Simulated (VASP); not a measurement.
Consider the following.

```xyz
3
Lattice="1.7445 1.0072 4.0474 -1.7445 1.0072 4.0474 0.0000 -2.0144 4.0474" Properties=species:S:1:pos:R:3 pbc="T T T"
Ce     0.0000     0.0000    12.0941
O      0.0000     0.0000     9.2691
O      0.0000     0.0000     6.9683
```

These are r2SCAN meta-GGA, VASP's PBE PAW potentials (set 64) (plane waves; VASP 6.6.1) values and carry that method's errors. Settings: 520 eV cut-off, 8×8×8 Γ-centred mesh, tetrahedra with Blöchl corrections, potentials Ce O.

The cores are frozen, which limits the accuracy of field gradients.

### Question
Give the principal components of the electric field gradient (V/Å²) and the asymmetry η at each nucleus.

### Answer

```csv
atom,Vxx,Vyy,Vzz,η
Ce1,35.4,35.4,-70.8,0.00
O2,3.3,3.3,-6.7,0.00
O3,16.7,16.7,-33.4,0.00
```

The structure was generated: CeO2 was put into the 3R-MoS2 type (R3m), which need not be its known phase. It was relaxed first, which changed the volume by -11 %. The run is not spin-polarised, so no magnetic state was tried.
